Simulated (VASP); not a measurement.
Output of a VASP run:

**OSZICAR**
```
...
RMM:   2    -0.235550178038E+03   -0.20441E-02   -0.23309E-02   772   0.294E-01    0.102E-01
RMM:   3    -0.235550510757E+03   -0.33272E-03   -0.42510E-03   774   0.129E-01    0.984E-02
RMM:   4    -0.235550552089E+03   -0.41332E-04   -0.93385E-04   792   0.679E-02    0.981E-02
RMM:   5    -0.235550519067E+03    0.33022E-04   -0.36904E-04   772   0.344E-02    0.240E-02
RMM:   6    -0.235550519844E+03   -0.77719E-06   -0.64964E-05   658   0.156E-02
   7 F= -.23555052E+03 E0= -.23555052E+03  d E =-.318803E-01
       N       E                     dE             d eps       ncg     rms          rms(c)
DAV:   1    -0.235550528941E+03   -0.98743E-05   -0.86591E+00   792   0.495E+00    0.711E-01
RMM:   2    -0.235557828286E+03   -0.72993E-02   -0.83726E-02   772   0.557E-01    0.182E-01
RMM:   3    -0.235559198452E+03   -0.13702E-02   -0.15726E-02   780   0.238E-01    0.203E-01
RMM:   4    -0.235559329725E+03   -0.13127E-03   -0.31549E-03   800   0.123E-01    0.191E-01
RMM:   5    -0.235559226091E+03    0.10363E-03   -0.16203E-03   772   0.659E-02    0.616E-02
RMM:   6    -0.235559228672E+03   -0.25818E-05   -0.23530E-04   773   0.293E-02    0.619E-02
RMM:   7    -0.235559175047E+03    0.53626E-04   -0.73053E-05   673   0.154E-02    0.329E-02
RMM:   8    -0.235559164625E+03    0.10422E-04   -0.14675E-04   733   0.147E-02    0.692E-03
RMM:   9    -0.235559164746E+03   -0.12064E-06   -0.17448E-05   458   0.901E-03
   8 F= -.23555916E+03 E0= -.23555916E+03  d E =-.864490E-02
       N       E                     dE             d eps       ncg     rms          rms(c)
DAV:   1    -0.235557953993E+03    0.12106E-02   -0.27079E+00   800   0.276E+00    0.393E-01
RMM:   2    -0.235560220460E+03   -0.22665E-02   -0.25962E-02   772   0.307E-01    0.101E-01
RMM:   3    -0.235560646331E+03   -0.42587E-03   -0.48870E-03   780   0.133E-01    0.114E-01
RMM:   4    -0.235560686472E+03   -0.40142E-04   -0.98164E-04   800   0.685E-02    0.106E-01
RMM:   5    -0.235560652223E+03    0.34249E-04   -0.50178E-04   772   0.369E-02    0.342E-02
RMM:   6    -0.235560653330E+03   -0.11068E-05   -0.74448E-05   649   0.164E-02
   9 F= -.23556065E+03 E0= -.23556065E+03  d E =-.101335E-01
       N       E                     dE             d eps       ncg     rms          rms(c)
DAV:   1    -0.235560504705E+03    0.14752E-03   -0.12042E-01   846   0.586E-01    0.104E-01
RMM:   2    -0.235560617416E+03   -0.11271E-03   -0.14686E-03   772   0.762E-02    0.265E-02
RMM:   3    -0.235560644279E+03   -0.26863E-04   -0.31449E-04   796   0.325E-02    0.250E-02
RMM:   4    -0.235560645960E+03   -0.16818E-05   -0.53543E-05   633   0.166E-02
  10 F= -.23556065E+03 E0= -.23556065E+03  d E =-.101261E-01
       N       E                     dE             d eps       ncg     rms          rms(c)
DAV:   1    -0.235560222358E+03    0.42192E-03   -0.31519E+00   784   0.301E+00    0.459E-01
RMM:   2    -0.235562876447E+03   -0.26541E-02   -0.30054E-02   772   0.333E-01    0.128E-01
RMM:   3    -0.235563378932E+03   -0.50248E-03   -0.55808E-03   780   0.141E-01    0.119E-01
RMM:   4    -0.235563416162E+03   -0.37231E-04   -0.10425E-03   789   0.741E-02    0.102E-01
RMM:   5    -0.235563380873E+03    0.35289E-04   -0.33938E-04   772   0.385E-02    0.242E-02
RMM:   6    -0.235563391399E+03   -0.10526E-04   -0.84809E-05   721   0.170E-02    0.241E-02
RMM:   7    -0.235563383102E+03    0.82969E-05   -0.39064E-05   561   0.106E-02
  11 F= -.23556338E+03 E0= -.23556338E+03  d E =-.273714E-02
```

File OUTCAR:
```
------------------------ aborting loop because EDIFF is reached ----------------------------------------
  FORCE on cell =-STRESS in cart. coord.  units (eV):
  Direction    XX          YY          ZZ          XY          YZ          ZX
  --------------------------------------------------------------------------------------
  Total       -0.9105179     -1.1651024     -9.3383803     -0.0217695      0.1129160     -0.0153395
  in kB       -1.0028657     -1.2832710    -10.2855104     -0.0239775      0.1243684     -0.0168952
  external PRESSURE =      -4.1905490 kB  Pullay stress =       0.0000000 kB
  volume of cell :     1454.64
      direct lattice vectors                 reciprocal lattice vectors
    11.541579108  0.000000000  0.000000000     0.086643257  0.050023515  0.000000000
    -5.770789554  9.995299215  0.000000000     0.000000000  0.100047030  0.000000000
     0.000000000  0.000000000 12.609424344     0.000000000  0.000000000  0.079305762
  FREE ENERGIE OF THE ION-ELECTRON SYSTEM (eV)
  ---------------------------------------------------
  free  energy   TOTEN  =      -235.5633831020 eV

  energy  without entropy=     -235.5633831020  energy(sigma->0) =     -235.56338310

 reached required accuracy - stopping structural energy minimisation
```
(Selected blocks of OUTCAR.)

POSCAR:
```
Zn36S35
1
   11.5415791077     0.0000000000     0.0000000000
   -5.7707895540     9.9952992147     0.0000000000
    0.0000000000     0.0000000000    12.6094243436
Zn S
36 35
Direct
  0.1111110000   0.2222220000   0.0000700000
  0.2222220000   0.1111110000   0.2500700000
  0.1111110000   0.2222220000   0.5000700000
  0.2222220000   0.1111110000   0.7500700000
  0.1111110000   0.5555560000   0.0000700000
  0.2222220000   0.4444440000   0.2500700000
  0.1111110000   0.5555560000   0.5000700000
  0.2222220000   0.4444440000   0.7500700000
  0.1111110000   0.8888890000   0.0000700000
  0.2222220000   0.7777780000   0.2500700000
  0.1111110000   0.8888890000   0.5000700000
  0.2222220000   0.7777780000   0.7500700000
  0.4444440000   0.2222220000   0.0000700000
  0.5555560000   0.1111110000   0.2500700000
  0.4469770000   0.2214880000   0.4971870000
  0.5555560000   0.1111110000   0.7500700000
  0.4444440000   0.5555560000   0.0000700000
  0.5520450000   0.4448390000   0.2515310000
  0.4415960000   0.5583390000   0.5013540000
  0.5555560000   0.4444440000   0.7500700000
  0.4444440000   0.8888890000   0.0000700000
  0.5555560000   0.7777780000   0.2500700000
  0.4444440000   0.8888890000   0.5000700000
  0.5555560000   0.7777780000   0.7500700000
  0.7777780000   0.2222220000   0.0000700000
  0.8888890000   0.1111110000   0.2500700000
  0.7777780000   0.2222220000   0.5000700000
  0.8888890000   0.1111110000   0.7500700000
  0.7777780000   0.5555560000   0.0000700000
  0.8888890000   0.4444440000   0.2500700000
  0.7820430000   0.5605320000   0.5016620000
  0.8888890000   0.4444440000   0.7500700000
  0.7777780000   0.8888890000   0.0000700000
  0.8888890000   0.7777780000   0.2500700000
  0.7777780000   0.8888890000   0.5000700000
  0.8888890000   0.7777780000   0.7500700000
  0.1111110000   0.2222220000   0.1874300000
  0.2222220000   0.1111110000   0.4374300000
  0.1111110000   0.2222220000   0.6874300000
  0.2222220000   0.1111110000   0.9374300000
  0.1111110000   0.5555560000   0.1874300000
  0.2222220000   0.4444440000   0.4374300000
  0.1111110000   0.5555560000   0.6874300000
  0.2222220000   0.4444440000   0.9374300000
  0.1111110000   0.8888890000   0.1874300000
  0.2222220000   0.7777780000   0.4374300000
  0.1111110000   0.8888890000   0.6874300000
  0.2222220000   0.7777780000   0.9374300000
  0.4444440000   0.2222220000   0.1874300000
  0.5555560000   0.1111110000   0.4374300000
  0.4444440000   0.2222220000   0.6874300000
  0.5555560000   0.1111110000   0.9374300000
  0.4444440000   0.5555560000   0.1874300000
  0.4444440000   0.5555560000   0.6874300000
  0.5555560000   0.4444440000   0.9374300000
  0.4444440000   0.8888890000   0.1874300000
  0.5555560000   0.7777780000   0.4374300000
  0.4444440000   0.8888890000   0.6874300000
  0.5555560000   0.7777780000   0.9374300000
  0.7777780000   0.2222220000   0.1874300000
  0.8888890000   0.1111110000   0.4374300000
  0.7777780000   0.2222220000   0.6874300000
  0.8888890000   0.1111110000   0.9374300000
  0.7777780000   0.5555560000   0.1874300000
  0.8888890000   0.4444440000   0.4374300000
  0.7777780000   0.5555560000   0.6874300000
  0.8888890000   0.4444440000   0.9374300000
  0.7777780000   0.8888890000   0.1874300000
  0.8888890000   0.7777780000   0.4374300000
  0.7777780000   0.8888890000   0.6874300000
  0.8888890000   0.7777780000   0.9374300000
```

Q: Write an INCAR and KPOINTS that could have produced this output.

A: One answer among several that fit: the input of the run itself, PBE GGA, plane waves, VASP's PBE PAW potentials (set 64).

### KPOINTS
```
Automatic
0
gamma
  1 1 1
0 0 0
```

### INCAR
```
SYSTEM = Zn36S35
PREC = Normal
ENCUT = 400
EDIFF = 1E-5
NELM = 100
ALGO = Fast
LREAL = Auto
LASPH = .TRUE.
ISMEAR = 0
SIGMA = 0.05
GGA = PE
LMAXMIX = 4
LWAVE = .FALSE.
LCHARG = .FALSE.
NELMIN = 4
ISYM = 0
IBRION = 2
ISIF = 2
NSW = 60
EDIFFG = -0.03
```

POTCAR, in this order: Zn S (PBE.64 set). Program: vasp_gam.

The supercell is sampled at Γ alone, which is coarse: total energies, pressure and levels can be off, energies of defects by several tenths of an eV.

The cell is a supercell with a defect, built from a database entry that may be metastable or hypothetical: vac_S. The run is not spin-polarised, so no state with unpaired spins was tried.
